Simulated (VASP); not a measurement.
Crystal: HfGe.

```
Hf Ge
1.0
     3.50084    0.00000    0.00000
     0.00000    3.50084    0.00000
     0.00000    0.00000    3.50084
Hf Ge
1 1
Direct
  0.00000 0.00000 0.00000
  0.50000 0.50000 0.50000
```

The cell was built by a generator and needn't be a form met in nature.

| Property | Result |
| --- | --- |
| Program | VASP 6.6.1 |
| Task | relaxation of cell and atoms |
| Functional | PBE |
| Potentials or basis | VASP PAW PBE potentials, release 64 (Hf_pv, Ge_d) |
| Cutoff | 600 eV |
| k mesh | 8 × 8 × 8 |
| Occupations | gaussian, width 0.05 eV |
| Spin | no spin polarisation |

At the start: pressure -11.7 GPa; volume 21.45 Å³/atom.

Problem. Where does the relaxation end?

Solution. Over 4 steps the energy falls by 111.5 meV/atom and the volume is 18.74 Å³/atom (-12.7 %); space group Pm-3m (No. 221, to 0.05 Å).

Step by step:
```csv
step,energy change (eV),largest force (eV/Å),pressure (GPa),volume (Å³)
1,0.0000,0.0000,-11.69,42.91
2,-0.0706,0.0000,14.83,33.90
3,-0.2230,0.0000,-0.15,37.57
4,-0.2230,0.0000,0.06,37.47
```

Final structure:
```cif
data_structure
_symmetry_space_group_name_H-M 'P 1'
_symmetry_Int_Tables_number 1
_cell_length_a 3.3463
_cell_length_b 3.3463
_cell_length_c 3.3463
_cell_angle_alpha 90.000
_cell_angle_beta 90.000
_cell_angle_gamma 90.000
_cell_volume 37.47
loop_
_atom_site_label
_atom_site_type_symbol
_atom_site_fract_x
_atom_site_fract_y
_atom_site_fract_z
_atom_site_occupancy
Hf1 Hf 0.00000 0.00000 0.00000 1
Ge1 Ge 0.50000 0.50000 0.50000 1
```
